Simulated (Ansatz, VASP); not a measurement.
# Co (Co(0001)): VASP beside Ansatz, part 2 of 2

Wanted: the spread between two codes on one cell, functional and k mesh. The cell is taken from a series of runs on this material, whose earlier steps may have relaxed, scaled, displaced or heated it; both programs get it as it stands.

VASP 6.6.1 and Ansatz 0.2.0.

So far: The structure; Ansatz: single point, LDA.

### 3. VASP: single point, LDA

Level of this step: LDA, spin-polarised from a ferromagnetic start; plane waves and PAW (Co) (VASP).

The same cell, functional (in two slightly different forms), mesh and smearing now go to VASP, with its own data sets.

Lines of VASP's logs that name or quote its potential files are left out, and so is its time.

Input file INCAR:

```
SYSTEM = Co
PREC = Accurate
ENCUT = 520
EDIFF = 1E-06
NELM = 200
ISMEAR = -1
SIGMA = 0.1
LREAL = .FALSE.
ALGO = Normal
GGA = PW92
NBANDS = 42
ISPIN = 2
MAGMOM = 1.75 1.68 1.64 1.64 1.68 1.75
LASPH = .TRUE.
LMAXMIX = 4
LORBIT = 11
LWAVE = .FALSE.
LCHARG = .FALSE.
ISIF = 2
LDIPOL = .TRUE.
IDIPOL = 3
DIPOL = 0.5 0.5 0.5
LVHAR = .TRUE.
GGA_COMPAT = .FALSE.
NELMDL = -8
KPAR = 2
```

Input file POSCAR:

```
Co
1.0
    2.5100000000      0.0000000000      0.0000000000
    1.2550000000      2.1737237635      0.0000000000
    0.0000000000      0.0000000000     28.1780500000
Co
6
Direct
    0.6666666666      0.6666666666      0.3193975453
    1.0000000000      1.0000000000      0.3916385272
    0.6666666666      0.6666666666      0.4638795091
    1.0000000000      1.0000000000      0.5361204909
    0.6666666666      0.6666666666      0.6083614728
    1.0000000000      1.0000000000      0.6806024547
```

Input file KPOINTS:

```
Automatic mesh
0
Gamma
24 24 1
0 0 0
```

The projector-augmented-wave data sets are Co (LDA family, release 64).

Started as:

```
$ mpirun -np 2 vasp_std
```

Numbers of over 12 decimals in the logs are rounded to 6 here.

The program printed:

```text
[banner, memory and clock lines left out]
running    2 mpi-ranks, on    1 nodes
 distrk:  each k-point on    1 cores,    2 groups
 distr:  one band on    1 cores,    1 groups

 POSCAR found type information on POSCAR Co
 POSCAR found :  1 types and       6 ions
|                                                                             |
|               ----> ADVICE to this user running VASP <----                  |
|                                                                             |
|     You enforced a specific xc type in the INCAR file but a different       |
|     [... a line on the potential file left out ...]
|     I HOPE YOU KNOW WHAT YOU ARE DOING!                                     |
|                                                                             |

 LDA part: xc-table for (Slater(with rela. corr.)+PW92), standard interpolation
 POSCAR, INCAR and KPOINTS ok, starting setup
 FFT: planning ... GRIDC
 FFT: planning ... GRID_SOFT
 FFT: planning ... GRID
 WAVECAR not read
 entering main loop
       N       E                     dE             d eps       ncg     rms          rms(c)
DAV:   1     0.407893315948E+03    0.40789E+03   -0.23310E+04 10288   0.139E+03
DAV:   2    -0.223823816836E+02   -0.43028E+03   -0.40402E+03 10260   0.310E+02
DAV:   3    -0.529200872989E+02   -0.30538E+02   -0.28034E+02 10900   0.120E+02
DAV:   4    -0.534807589100E+02   -0.56067E+00   -0.55894E+00 11432   0.181E+01
DAV:   5    -0.534987701262E+02   -0.18011E-01   -0.18010E-01 15950   0.208E+00
DAV:   6    -0.534989583474E+02   -0.18822E-03   -0.18822E-03 14930   0.234E-01
DAV:   7    -0.534989653814E+02   -0.70340E-05   -0.70338E-05 15640   0.393E-02
DAV:   8    -0.534989655377E+02   -0.15623E-06   -0.15629E-06  8838   0.645E-03    0.251E+01
DAV:   9    -0.649540914587E+02   -0.11455E+02   -0.97800E+01 12064   0.143E+02    0.483E+01
DAV:  10    -0.636518942459E+02    0.13022E+01   -0.85372E+01 12282   0.131E+02    0.449E+01
DAV:  11    -0.498403731914E+02    0.13812E+02   -0.43307E+01 16100   0.740E+01    0.281E+01
DAV:  12    -0.528499983407E+02   -0.30096E+01   -0.39569E+01 13404   0.891E+01    0.368E+01
DAV:  13    -0.498857396278E+02    0.29643E+01   -0.32174E+01 13578   0.569E+01    0.313E+01
DAV:  14    -0.470967261101E+02    0.27890E+01   -0.20529E+01 13432   0.450E+01    0.186E+01
[...]
DAV:  34    -0.465020140597E+02   -0.11433E-04   -0.55883E-05 13066   0.802E-02    0.209E-01
DAV:  35    -0.465021617392E+02   -0.14768E-03   -0.48061E-05 12616   0.978E-02    0.150E-01
DAV:  36    -0.465023227468E+02   -0.16101E-03   -0.93012E-05 12374   0.129E-01    0.839E-02
DAV:  37    -0.465023868679E+02   -0.64121E-04   -0.39063E-05 10528   0.606E-02    0.413E-02
DAV:  38    -0.465024191289E+02   -0.32261E-04   -0.94962E-06 10936   0.268E-02    0.245E-02
DAV:  39    -0.465024286355E+02   -0.95066E-05   -0.27133E-06  8366   0.211E-02    0.243E-02
DAV:  40    -0.465024313962E+02   -0.27607E-05   -0.12899E-06  6696   0.164E-02    0.185E-02
DAV:  41    -0.465024313076E+02    0.88606E-07   -0.10393E-06  6596   0.945E-03
   1 F= -.46502431E+02 E0= -.46392526E+02  d E =-.219811E+00  mag=     9.8056
```

From OUTCAR (step 3):

```text
ion  position               nearest neighbor table
   1  0.667  0.667  0.319-   2 2.50   2 2.50   2 2.50
   2  0.000  0.000  0.392-   1 2.50   3 2.50   1 2.50   3 2.50   1 2.50   3 2.50
   3  0.667  0.667  0.464-   4 2.50   4 2.50   4 2.50   2 2.50   2 2.50   2 2.50
   4  0.000  0.000  0.536-   3 2.50   3 2.50   3 2.50   5 2.50   5 2.50   5 2.50
   5  0.667  0.667  0.608-   4 2.50   6 2.50   4 2.50   6 2.50   4 2.50   6 2.50
   6  0.000  0.000  0.681-   5 2.50   5 2.50   5 2.50

  LATTYP: Found a hexagonal cell.
 ALAT       =     2.5100000000
 C/A-ratio  =    11.2263147410

 Subroutine GETGRP returns: Found 12 space group operations
 (whereof  6 operations were pure point group operations)

The static configuration has the point symmetry C_3v.
 The point group associated with its full space group is D_3d.

 Found     61 irreducible k-points:

   k-points           NKPTS =     61   k-points in BZ     NKDIM =     61   number of bands    NBANDS=     42

   dimension x,y,z NGX =    20 NGY =   20 NGZ =  210
   dimension x,y,z NGXF=    40 NGYF=   40 NGZF=  420

   ENCUT  =  520.0 eV  38.22 Ry    6.18 a.u.   4.67  4.67 52.39*2*pi/ulx,y,z

   NELECT =      54.0000    total number of electrons

 k-points in reciprocal lattice and weights: Automatic mesh
   0.00000000  0.00000000  0.00000000       0.002
   0.04166667  0.00000000  0.00000000       0.010
   0.08333333  0.00000000  0.00000000       0.010
   0.12500000  0.00000000  0.00000000       0.010
   0.16666667  0.00000000  0.00000000       0.010
   0.20833333  0.00000000  0.00000000       0.010
   0.25000000  0.00000000  0.00000000       0.010
   0.29166667 -0.00000000  0.00000000       0.010
   0.33333333  0.00000000  0.00000000       0.010
[...]
-0.37500000  0.29166667  0.00000000       0.021
  -0.33333333  0.33333333  0.00000000       0.003

 dipolmoment           0.000000      0.000000     -0.000000 electrons x Angstroem

 average (electrostatic) potential at core
       1 -86.8430       2 -86.9486       3 -86.9055       4 -86.9055       5 -86.9487
       6 -86.8430

 E-fermi :   1.2333

 spin component 1
 k-point     1 :       0.0000    0.0000    0.0000
  band No.  band energies     occupation
    ...
     32       0.3900      0.99978
     33       0.3900      0.99978
     34       0.4697      0.99952
     35       0.4697      0.99952
     36       0.8514      0.97852
     37       1.3732      0.19792
     38       6.2200      0.00000
     39       6.2305      0.00000
     40       7.0908      0.00000
     41       7.7505      0.00000
    ...

 k-point     2 :       0.0417    0.0000    0.0000
  band No.  band energies     occupation
    ...
     32       0.2732      0.99993
     33       0.3928      0.99978
     34       0.4757      0.99949
     35       0.4759      0.99949
     36       1.1099      0.77450
     37       1.6451      0.01602
     38       6.2698      0.00000
     39       6.2857      0.00000
     40       7.1452      0.00000
     41       7.7929      0.00000
    ...

 k-point     3 :       0.0833    0.0000    0.0000
  band No.  band energies     occupation
    ...
     31       0.2524      0.99995
     32       0.2689      0.99994
     33       0.4004      0.99976
     34       0.4928      0.99939
     35       0.7140      0.99447
     36       1.5618      0.03609
     37       2.1949      0.00007
     38       6.4180      0.00000
     39       6.4516      0.00000
     40       7.3084      0.00000
    ...

 k-point     4 :       0.1250    0.0000    0.0000
  band No.  band energies     occupation
    ...
     31       0.2624      0.99994
     32       0.3703      0.99982
     33       0.4105      0.99973
     34       0.5161      0.99923
     35       1.0399      0.87365
     36       2.0742      0.00022
     37       2.8476      0.00000
     38       6.6610      0.00000
     39       6.7279      0.00000
     40       7.5804      0.00000
    ...

 k-point     5 :       0.1667    0.0000    0.0000
  band No.  band energies     occupation
    ...
     30       0.0099      1.00000
     31       0.2559      0.99994
     32       0.4213      0.99970
     33       0.5384      0.99904
     34       0.5415      0.99901
     35       1.4094      0.14666
     36       2.6276      0.00000
     37       3.5639      0.00000
     38       6.9929      0.00000
     39       7.1147      0.00000
    ...

 k-point     6 :       0.2083    0.0000    0.0000
  band No.  band energies     occupation
    ...
     30       0.0925      0.99999
     31       0.2541      0.99994
     32       0.4327      0.99967
     33       0.5658      0.99874
     34       0.7446      0.99251
     35       1.8140      0.00300
     36       3.2161      0.00000
     37       4.3314      0.00000
     38       7.4050      0.00000
     39       7.6114      0.00000
    ...

  Total      -10.7586584    -10.7586584     -9.0133754      0.0000000      0.0000000      0.0000000
  in kB     -112.1191227   -112.1191227    -93.9310191      0.0000000      0.0000000      0.0000000
  external PRESSURE =    -106.0564215 kB  Pullay stress =       0.0000000 kB

  energy-cutoff  :      520.00
  volume of cell :      153.74
      direct lattice vectors                 reciprocal lattice vectors
     2.510000000  0.000000000  0.000000000     0.398406375 -0.230020028  0.000000000
     1.255000000  2.173723763  0.000000000     0.000000000  0.460040055  0.000000000
     0.000000000  0.000000000 28.178050000     0.000000000  0.000000000  0.035488616

 POSITION                                       TOTAL-FORCE (eV/Angst)
 -----------------------------------------------------------------------------------
      2.51000      1.44915      9.00000        -0.000000      0.000000      1.061168
      0.00000      0.00000     11.03561        -0.000000      0.000000     -0.343955
      2.51000      1.44915     13.07122        -0.000000     -0.000000      0.128543
      0.00000      0.00000     15.10683         0.000000      0.000000     -0.128543
      2.51000      1.44915     17.14244         0.000000      0.000000      0.343955
      0.00000      0.00000     19.17805         0.000000      0.000000     -1.061168
 -----------------------------------------------------------------------------------
    total drift:                                0.000000      0.000000     -0.000033

  FREE ENERGIE OF THE ION-ELECTRON SYSTEM (eV)
  ---------------------------------------------------
  free  energy   TOTEN  =       -46.5024313076 eV

  energy  without entropy=      -46.2826203537  energy(sigma->0) =      -46.39252583

 vacuum level on the upper side and lower side of the slab         6.540         6.540

 total charge
# of ion       s       p       d       tot
------------------------------------------
    1        0.472   0.379   7.237   8.088
    2        0.476   0.494   7.264   8.234
    3        0.479   0.496   7.264   8.238
    4        0.479   0.496   7.264   8.238
    5        0.476   0.494   7.264   8.234
    6        0.472   0.379   7.237   8.088
--------------------------------------------------
tot          2.854   2.737  43.530  49.120

 magnetization (x)
# of ion       s       p       d       tot
------------------------------------------
    1       -0.008  -0.027   1.743   1.708
    2       -0.013  -0.040   1.684   1.630
    3       -0.012  -0.041   1.641   1.588
    4       -0.012  -0.041   1.641   1.588
    5       -0.013  -0.040   1.684   1.630
    6       -0.008  -0.027   1.743   1.708
--------------------------------------------------
tot         -0.068  -0.216  10.135   9.851

[... 6 further parts left out ...]
```

### 4. Side by side

Known differences besides the potentials themselves: VASP starts from the moments at which Ansatz ended; the data sets hold 102 valence electrons in Ansatz (on its default PAW (the set named soft_2) files) and 54 in VASP; the cutoff is 420 eV in Ansatz and 520 eV in VASP; VASP's log shows a relativistic correction to its local exchange, Ansatz's none; site moments are counted in spheres of each program's own size. Total energies have different zeros and are not compared.

Both answers:

| quantity | Ansatz | VASP | difference |
| --- | --- | --- | --- |
| total moment (μB) | 9.86 | 9.81 | +0.06 |
| moment on Co1 (μB) | 1.75 | 1.71 | +0.05 |
| moment on Co6 (μB) | 1.75 | 1.71 | +0.05 |
| moment on Co5 (μB) | 1.68 | 1.63 | +0.05 |
| moment on Co2 (μB) | 1.68 | 1.63 | +0.05 |
| moment on Co4 (μB) | 1.64 | 1.59 | +0.05 |
| moment on Co3 (μB) | 1.64 | 1.59 | +0.05 |
| work function, lower of the two faces (eV) | 5.33 | 5.31 | +0.03 |
| work function, higher of the two faces (eV) | 5.33 | 5.31 | +0.03 |

Forces (eV/Å; atoms numbered as in POSCAR):

| atom | Ansatz x, y, z | VASP x, y, z |
| --- | --- | --- |
| Co1 | 0.000, 0.000, 1.043 | 0.000, 0.000, 1.061 |
| Co2 | 0.000, 0.000, -0.346 | 0.000, 0.000, -0.344 |
| Co3 | 0.000, 0.000, 0.135 | 0.000, 0.000, 0.129 |
| Co4 | 0.000, 0.000, -0.135 | 0.000, 0.000, -0.129 |
| Co5 | 0.000, 0.000, 0.346 | 0.000, 0.000, 0.344 |
| Co6 | 0.000, 0.000, -1.043 | 0.000, 0.000, -1.061 |

The forces differ by 6.4 meV/Å r.m.s., which is 1.7 % of the r.m.s. force of 0.374 eV/Å (both taken over all components). With vacuum in the cell, a pressure given here is an average over mostly empty space and none of the material.

### 5. Summary of results

```json
{"r.m.s. force difference (single point, LDA)": "1.7 % of the r.m.s. force"}
```

In words: The r.m.s. force difference is 1.7 % of the r.m.s. force (single point, LDA), within the 3 % picked in this series as the mark of a large difference. The data sets hold unlike numbers of valence electrons (102 in Ansatz and 54 in VASP), so part of the differences comes from the potentials. Such differences can come from data sets, numerical settings and the points named under the comparisons, not from the functional's error against experiment.

[Lines on the potential files, build, host, timing and source positions are cut from VASP's logs without a mark.]

[Logs are printed without paths, hosts, clocks, repeated set-up lines and the standing remarks that a program may print on its own settings, such as how far it seeks lower states.]

[Hosts, paths, dates, database ids (printed as entryN), source tags and the programs' standing remarks are cut or masked in the printed files.]
